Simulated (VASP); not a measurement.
All values below come from PBEsol GGA, VASP's PBE PAW potentials (set 64) (plane waves; VASP).

A VASP calculation is set up with these files.

POSCAR:
```
SiO2
1
   -2.4898327102     2.4898327102     3.6737647069
    2.4898327102    -2.4898327102     3.6737647069
    2.4898327102     2.4898327102    -3.6737647069
Si O
2 4
Direct
  0.0000000000   0.0000000000   0.0000000000
  0.7500000000   0.2500000000   0.5000000000
  0.3750000000   0.2224498687   0.3474498687
  0.7775501313   0.1250000000   0.1525501313
  0.8750000000   0.0275501313   0.6525501313
  0.9724498687   0.6250000000   0.8474498687
```

### KPOINTS
```
Automatic mesh
0
Gamma
6 6 6
0 0 0
```

**INCAR**
```
# general
SYSTEM=SiO2
PREC  =Accurate
ENCUT =520
LREAL =.FALSE.
LASPH =.TRUE.

# electronic loop
EDIFF =1E-6   # SCF stop (eV)
NELM  =100   # most electronic steps
ALGO  =Normal

# smearing
ISMEAR=0
SIGMA =0.05

# functional
GGA   =PS   # PBEsol

# ions
IBRION=2   # conjugate gradients
NSW   =60   # most ionic steps
ISIF  =3
EDIFFG=-0.02

# output
LWAVE =.FALSE.
LCHARG=.FALSE.
```

POTCAR, in this order: Si O (PBE.64 set). Program: vasp_std.

Output of the run:

**OSZICAR**
```
       N       E                     dE             d eps       ncg     rms          rms(c)
DAV:   1     0.211199048999E+03    0.21120E+03   -0.16394E+04  1200   0.142E+03
DAV:   2    -0.406147164748E+02   -0.25181E+03   -0.24442E+03  1728   0.321E+02
DAV:   3    -0.550884333191E+02   -0.14474E+02   -0.14431E+02  1432   0.876E+01
DAV:   4    -0.552745438920E+02   -0.18611E+00   -0.18584E+00  1448   0.109E+01
DAV:   5    -0.552781545916E+02   -0.36107E-02   -0.36096E-02  1388   0.152E+00    0.201E+01
DAV:   6    -0.494205931697E+02    0.58576E+01   -0.25430E+01  1400   0.335E+01    0.963E+00
DAV:   7    -0.493758642885E+02    0.44729E-01   -0.63239E-01  1432   0.515E+00    0.370E+00
DAV:   8    -0.493541325944E+02    0.21732E-01   -0.35037E-02  1396   0.181E+00    0.114E+00
DAV:   9    -0.493591827063E+02   -0.50501E-02   -0.12933E-02  1316   0.106E+00    0.306E-01
DAV:  10    -0.493616729743E+02   -0.24903E-02   -0.41352E-03  1384   0.429E-01    0.966E-02
DAV:  11    -0.493616078371E+02    0.65137E-04   -0.15385E-03  1432   0.278E-01    0.299E-02
DAV:  12    -0.493616183267E+02   -0.10490E-04   -0.12369E-04  1364   0.821E-02    0.162E-02
DAV:  13    -0.493616221204E+02   -0.37936E-05   -0.38047E-06  1188   0.149E-02    0.506E-03
DAV:  14    -0.493616222565E+02   -0.13617E-06   -0.10670E-06   932   0.802E-03
   1 F= -.49361622E+02 E0= -.49361622E+02  d E =-.493616E+02
```

OUTCAR:
```
------------------------ aborting loop because EDIFF is reached ----------------------------------------
  FORCE on cell =-STRESS in cart. coord.  units (eV):
  Direction    XX          YY          ZZ          XY          YZ          ZX
  --------------------------------------------------------------------------------------
  Total        0.0057481      0.0057481     -0.0012423      0.0000000      0.0000000      0.0000000
  in kB        0.1010938      0.1010938     -0.0218484      0.0000000      0.0000000      0.0000000
  external PRESSURE =       0.0601131 kB  Pullay stress =       0.0000000 kB
  volume of cell :       91.10
      direct lattice vectors                 reciprocal lattice vectors
    -2.489832710  2.489832710  3.673764707     0.000000000  0.200816705  0.136100170
     2.489832710 -2.489832710  3.673764707     0.200816705  0.000000000  0.136100170
     2.489832710  2.489832710 -3.673764707     0.200816705  0.200816705  0.000000000
 POSITION                                       TOTAL-FORCE (eV/Angst)
 -----------------------------------------------------------------------------------
      0.00000      0.00000      0.00000         0.000000     -0.000000     -0.000000
      0.00000      2.48983      1.83688         0.000000     -0.000000      0.000000
      0.48527      1.24492      0.91844        -0.014129     -0.000000     -0.000000
     -1.24492      2.00456      2.75532         0.000000      0.014129      0.000000
     -0.48527      3.73475      0.91844         0.014129     -0.000000      0.000000
      1.24492      2.97510      2.75532         0.000000     -0.014129     -0.000000
 -----------------------------------------------------------------------------------
    total drift:                                0.000003      0.000003      0.000002
  FREE ENERGIE OF THE ION-ELECTRON SYSTEM (eV)
  ---------------------------------------------------
  free  energy   TOTEN  =       -49.3616222565 eV

  energy  without entropy=      -49.3616222565  energy(sigma->0) =      -49.36162226

 reached required accuracy - stopping structural energy minimisation
```
(Selected blocks of OUTCAR.)

### OUTCAR
```
 val. band max:       -0.5953008549   @ k =   0.0000   0.0000   0.0000

 cond. band min:       5.2075950261   @ k =   0.0000   0.0000   0.0000


 Fermi energy:        -0.3774855156

 k-point     1 :       0.0000    0.0000    0.0000
  band No.  band energies     occupation
      1     -19.6692      2.00000
      2     -17.6025      2.00000
      3     -17.6025      2.00000
      4     -17.5419      2.00000
      5      -9.8013      2.00000
      6      -6.0992      2.00000
      7      -6.0992      2.00000
      8      -5.8278      2.00000
      9      -3.1113      2.00000
     10      -2.6781      2.00000
     11      -2.1816      2.00000
     12      -2.1816      2.00000
     13      -2.1278      2.00000
     14      -1.2928      2.00000
     15      -0.5953      2.00000
     16      -0.5953      2.00000
     17       5.2076      0.00000
     18       8.0292      0.00000
     19       9.8068      0.00000
     20       9.8077      0.00000

 k-point     2 :       0.1667    0.0000   -0.0000
  band No.  band energies     occupation
      1     -19.5872      2.00000
      2     -17.7283      2.00000
      3     -17.6074      2.00000
      4     -17.5627      2.00000
      5      -9.5872      2.00000
      6      -6.1672      2.00000
      7      -6.0560      2.00000
      8      -5.7763      2.00000
      9      -3.1094      2.00000
     10      -2.6600      2.00000
     11      -2.4915      2.00000
     12      -2.1815      2.00000
     13      -2.1363      2.00000
     14      -1.2837      2.00000
     15      -0.6821      2.00000
     16      -0.6443      2.00000
     17       5.6259      0.00000
     18       8.2448      0.00000
     19       9.2619      0.00000
     20       9.7662      0.00000

 k-point     3 :       0.3333   -0.0000    0.0000
  band No.  band energies     occupation
      1     -19.3792      2.00000
      2     -18.0474      2.00000
      3     -17.6156      2.00000
      4     -17.5761      2.00000
      5      -9.0997      2.00000
...
```

The structure comes from a computed database's SiO2 entry (I-42d); how it stands against other phases isn't given here. It was relaxed first. The start is the result of an earlier pass.
